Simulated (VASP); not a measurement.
These are r2SCAN meta-GGA, VASP's PBE PAW potentials (set 64) (plane waves; VASP) values and carry that method's errors.

The input files of a VASP run:

INCAR:
```
ALGO=Normal
EDIFF=1E-6
EDIFFG=-0.02
ENCUT=520
IBRION=2
ISIF=3
ISMEAR=0
LASPH=.TRUE.
LCHARG=.FALSE.
LMAXMIX=6
LMIXTAU=.TRUE.
LREAL=.FALSE.
LWAVE=.FALSE.
METAGGA=R2SCAN
NELM=100
NSW=60
PREC=Accurate
SIGMA=0.05
SYSTEM=CeO2
```

KPOINTS:
```
Automatic mesh
0
Gamma
4 4 6
0 0 0
```

POSCAR:
```
CeO2
1.0
  5.0718024371   0.0000000000   0.0000000000
  0.0000000000   5.0718024371   0.0000000000
  0.0000000000   0.0000000000   3.6067392615
Ce O
2 4
Cart
  2.5359012185   2.5359012185   1.8033696308
  0.0000000000   0.0000000000   0.0000000000
  4.1222309195   0.9495715176   1.8033696308
  0.9495715176   4.1222309195   1.8033696308
  1.5863297010   1.5863297010   0.0000000000
  3.4854727361   3.4854727361   0.0000000000
```

POTCAR, in this order: Ce O (PBE.64 set). Program: vasp_std.

Task: What will the output report for the number of irreducible k-points (NKPTS), number of bands (NBANDS), largest plane-wave count, number of space-group operations, FFT grid (NGX, NGY, NGZ)?

Result: 
| Property | Result |
|---|---|
| number of irreducible k-points (NKPTS) | 24 |
| number of bands (NBANDS) | 28 |
| largest plane-wave count | 2515 |
| number of space-group operations | 16 |
| FFT grid (NGX, NGY, NGZ) | 40 × 40 × 28 |

The structure comes from a computed database's CeO2 entry (P4_2/mnm); how it stands against other phases isn't given here. This run relaxes it. Symmetry was kept, so distortions that lower it aren't found. The start is the result of an earlier pass. The run is not spin-polarised, so no magnetic state was tried.
